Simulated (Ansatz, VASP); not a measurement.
# Cross-check of Ti (Titanium) between VASP and Ansatz, part 2 of 2

Wanted: the spread between two codes on one cell, functional and k mesh. The cell is taken from a series of runs on this material, whose earlier steps may have relaxed, scaled, displaced or heated it; both programs get it as it stands.

VASP 6.6.1 and Ansatz 0.2.0.

So far: The starting structure; VASP: zone-centre phonons, LDA.

## Step 3: Ansatz: zone-centre phonons, LDA

Level of this step: Ansatz beside VASP: Kohn-Sham DFT, plane waves, LDA (Ansatz).

Ansatz runs on its PAW soft_1 files.

The same cell, functional (in two slightly different forms), mesh and smearing now go to Ansatz, which takes its cutoff from its data sets.

Input file input.yaml:

```yaml
crystal:
  lattice:
    - [2.9027311657, 0.0, 0.0]
    - [-1.4513655829, 2.5138389299, 0.0]
    - [0.0, 0.0, 4.5890163527]
  atoms:
    - { symbol: Ti, position: [0.3333333333, 0.6666666667, 0.25] }
    - { symbol: Ti, position: [0.6666666667, 0.3333333333, 0.75] }
kpoints:
  mp_grid: { grid: [18, 18, 12] }
hamiltonian:
  xc: lda
  pseudopotentials: { kind: paw, azcp: { folder: soft_1 }, xc_functional: pbe }
scf:
  occupations: { method: methfessel_paxton, width: 0.2 }
output:
  eigenvalues: true
phonons:
  method: dfpt
```

Started as:

```
$ ansatz run input.yaml --threads 4 --pin off --max-ram 10240MiB --backend cpu --events-out ev --progress --plain --runs-dir out
```

Numbers of over 12 decimals in the logs are rounded to 6 here.

What it wrote:

```text
zone centre: on kpoints.mp_grid the ground state, and the responses unless they are solved on pairs of k-points, stand on 637 of the mesh's 3888 k-points, reduced under 4 symmetry operations, with k and −k counted as one. Each operation leaves every solved displacement unchanged or reverses it
Engine: ansatz 0.2.0, x86_64-unknown-linux-gnu
Pseudopotentials: kind: paw
Pseudopotential: Ti, paw, valence charge 12, recommended cutoff 420 eV (normal), soft_1/Ti.paw.azcp
Functional definition: SPW92
  exchange = slater_x
  correlation = pw_c
Crystal: 2 atoms, lattice volume = 33.486 Å³
Basis set: ecut = 420 eV, 627 PW (Γ), exchange–correlation on 40×40×64 points (8 copies of the dense FFT grid, shifted against one another)
Bands: 16, of which v1, the nominal top of the filled ones, is band 12 counted from 1 (11 counted from 0)
Symmetry: 24 space group operations
k-points: 637 of 3888 (irreducible under 4 space group operations, time reversal used)
Non-local potential: Ti, projectors of the file, l = 0: 3, l = 1: 2, l = 2: 3, l = 3: 1
PAW form: soft (Blöchl's): semilocal exchange-correlation on the pseudo side does not see the compensation charge
PAW frozen core: Ti, regenerated for the run's functional, and the local potential with it (the file was generated under x = pbe(κ = 0.804, μ = 0.219515), c = pbe(β = 0.066725))
PAW one-centre angular grid: Ti, 590 points (default); XC on 64 Gauss nodes
Initial density: superposition of atomic densities (chi_scale 0.1, normalization cell)
Initial wavefunctions: pseudopotential atomic-orbital guess
Functional: x = slater, c = lda
SCF iter   1: F=—  HF=-4901.023204 eV  |F-HF|=—  |Δ(HF+E_count)|=         —  Δρ=6.12e-2  dr2=1.26e0  ethr=3.10e-3  ⟨swp⟩=4.4  Hψ=89634  notcnv=0
automatic band count: the SCF goes on with 20 bands, as 16 were too few: they end inside the smearing window of the response
preconditioner: auto → none  [metal: Δε(μ)=0.009 eV  Ē_g=4.647 eV  σ=0.200 eV  W_gap=0.04  n_scr=8 (ndim 8)  ℏωp=18.1 eV  f_vac=0.000  D(μ)=1.63/eV (n_scr^D=22)  sad-step TF]
SCF iter   2: F=—  HF=-4900.736686 eV  |F-HF|=—  |Δ(HF+E_count)|=   2.87e-1  S|Δr|=    0.00e0  Δρ=3.46e-2  dr2=4.27e-1  ethr=3.10e-3  ⟨swp⟩=2.0  Hψ=21442  notcnv=0  defer=871
SCF iter   3: F=—  HF=-4900.596280 eV  |F-HF|=—  |Δ(HF+E_count)|=   1.40e-1  S|Δr|=    0.00e0  Δρ=1.23e-3  dr2=2.99e-4  ethr=1.78e-3  ⟨swp⟩=2.6  Hψ=21092  notcnv=0  defer=871
SCF iter   4: F=—  HF=-4900.596323 eV  |F-HF|=—  |Δ(HF+E_count)|=   4.36e-5  S|Δr|=    0.00e0  Δρ=1.20e-4  dr2=2.48e-6  ethr=1.24e-6  ⟨swp⟩=2.4  Hψ=22060  notcnv=0  defer=832
SCF iter   5: F=—  HF=-4900.596328 eV  |F-HF|=—  |Δ(HF+E_count)|=   4.67e-6  S|Δr|=    0.00e0  Δρ=6.08e-5  dr2=8.66e-7  ethr=1.03e-8  ⟨swp⟩=2.0  Hψ=20300  notcnv=0  defer=832
SCF iter   6: F=—  HF=-4900.596328 eV  |F-HF|=—  |Δ(HF+E_count)|=   2.69e-7  S|Δr|=    0.00e0  Δρ=9.69e-6  dr2=1.56e-8  ethr=3.61e-9  ⟨swp⟩=3.0  Hψ=19713  notcnv=0  defer=832
SCF iter   7: F=—  HF=-4900.596328 eV  |F-HF|=—  |Δ(HF+E_count)|=   6.89e-9  S|Δr|=    0.00e0  Δρ=9.73e-7  dr2=1.99e-10  ethr=6.52e-11  ⟨swp⟩=3.0  Hψ=20224  notcnv=0  defer=832
SCF iter   8: F=-4900.596328 eV  HF=-4900.596328 eV  |F-HF|=1.82e-12  |Δ(HF+E_count)|=  1.15e-10  S|Δr|=    0.00e0  Δρ=2.44e-8  dr2=5.83e-14  ethr=1.00e-12  ⟨swp⟩=8.9  Hψ=50562  notcnv=0
SCF 1 converged in 8 iterations: F = -4900.596328 eV  dr2 = 5.83e-14
  greatest PAW one-centre occupation: 0.998 electrons in one spin orbital (limit 2), on the Ti atom at site 1 (counted from 0), in its partial waves of l = 0
DFPT response loops at Γ: preconditioner auto → Kerker (q_TF=auto, 2.581 Å⁻¹) (partly filled bands, converged f_vac=0.000); β = 1.00, the filter's whole step (`scf.mixing.beta` (0.50) is not read by the response loops under this deck's `scf.mixing.preconditioner`; to damp them name `kerker` or `kerker_dos`, under which they read `scf.mixing.beta`, and type it under 1.00, their step now; both keys bind the ground state too); Broyden in place of MSR1
SCF converged after 8 iterations
Stability not checked: this state was not tested for a lower state beside it, because cold or Methfessel-Paxton smearing, or corrected tetrahedra, fill the levels in a way that the test cannot read (fill_not_monotonic; see scf.lower_state_search)
Free energy (F): -4900.596328 eV
Harris-Foulkes:  -4900.596328 eV  (|F-HF|=1.82e-12)
Internal energy: -4900.600606 eV  (E = F + TS)
E sigma→0 (E₀):  -4900.597397 eV
Entropy (-TS):   0.004278 eV (2.139 meV/atom)
Fermi energy:    13.565061 eV
Step filling:    the computed levels leave a gap of 0.0000 eV = 0.0 smearing widths at the electron count; against every level under it full and every level over it empty, smearing changes F+E_penalty+E_count by +2.109 meV and its σ→0 estimate by +1.040 meV
--- Per-component energies (eV) ---
  E_band       = -304.311300
  E_kinetic    = 563.459578
  E_local      = -1714.013760  (includes V_loc(G=0)·N_el)
  E_nonlocal   = 129.778500
  E_hartree    = 678.519263
  E_xc         = -230.460977
  E_vxc        = -290.345052  (∫ρ·V_xc dr)
  E_paw        = -1987.951400  (= ΣΔE_a)
  E_vpaw       = -350.228923  (= ΣTr[D̂ρ^β])
  E_aug_tail   = -0.000165  (compensation charges beyond the density's cutoff)
  E_ewald      = -2340.583547
  E_core_change = 0.651901  (= ΣΔE_core)
  E_smearing   = 0.004278  (= −TS)
  E_closure    = -0.000000  (closes the sum)
  Σ components = -4900.596328   (vs F -4900.596328, Δ=0.00e0)
--- Band table (eV; the first three rows and the last of 637) ---
  k-point 0: bands = [... 8 lower, 7.3665, 10.7905, 14.3187, 14.3187, 14.4637, 14.5377, 14.8495, 14.8495, ... 4 higher]
  k-point 1: bands = [... 8 lower, 7.4276, 10.7691, 14.2844, 14.2844, 14.4197, 14.4294, 14.8141, 14.8141, ... 4 higher]
  k-point 2: bands = [... 8 lower, 7.6082, 10.6897, 14.1332, 14.2144, 14.2144, 14.3304, 14.7181, 14.7181, ... 4 higher]
  k-point 636: bands = [... 8 lower, 11.5063, 11.5063, 12.9792, 12.9792, 13.4670, 13.4670, 15.1439, 15.1439, ... 4 higher]
--- Phonons (Γ-DFPT): 2 representative perturbations + reference, on 637 of 3888 k-points (Σ response iterations 6) ---
  k mesh reduced under 4 symmetry operations, with k and −k counted as one. Each operation leaves every solved displacement unchanged or reverses it
  ASR residual: 1.230e-6 → 0.000e0 eV/Å²; symmetrization residual: 3.985e-10 eV/Å²
  ASR residual per site (eV/Å²): 1.23e-6 1.23e-6
  Γ frequencies (cm⁻¹): 0.00 0.00 0.00 118.56 118.56 177.61
  non-analytic LO–TO correction: not included (Born effective charges unavailable; polar crystals: no LO–TO splitting at Γ)
```

Reading the cycles: dr2 is the Hartree energy of the density residual (eV), the measure of convergence; HF is the Harris–Foulkes estimate of the energy, which meets the free energy F at convergence.

## Step 4: Differences

Known differences besides the potentials themselves: the two LDA forms differ slightly; the cutoff is 420 eV in Ansatz and 500 eV in VASP; VASP's log shows a relativistic correction to its local exchange, Ansatz's none. Total energies have different zeros and are not compared.

Both answers:

```csv
quantity,Ansatz,VASP,difference
optical mode 1 to 2 (cm⁻¹),118.6,117.7,+0.72 %
optical mode 3 (cm⁻¹),177.6,179.3,-0.95 %
```

Modes are paired by rising frequency, not by their patterns, so a pair may set unlike modes beside each other; they are those without the splitting of longitudinal modes.

## Step 5: What came out

| Property | Result |
| --- | --- |
| r.m.s. difference of the optical zone-centre modes, each program's sorted by frequency (zone-centre phonons, LDA) | 1.2 cm⁻¹ |
| difference in optical mode 3 (zone-centre phonons, LDA) | -1.0 % |

What this shows: The r.m.s. difference of the optical zone-centre modes, each program's sorted by frequency is 1.2 cm⁻¹ (zone-centre phonons, LDA). Among the rows given in per cent, the largest difference of the zone-centre phonons, LDA pair is in optical mode 3, -1.0 %. How closely two codes agree says nothing of how well the functional describes the real material.

[Lines on the potential files, build, host, timing and source positions are cut from VASP's logs without a mark.]

[Logs are printed without paths, hosts, clocks, repeated set-up lines and the standing remarks that a program may print on its own settings, such as how far it seeks lower states.]

[Hosts, paths, dates, database ids (printed as entryN), source tags and the programs' standing remarks are cut or masked in the printed files.]
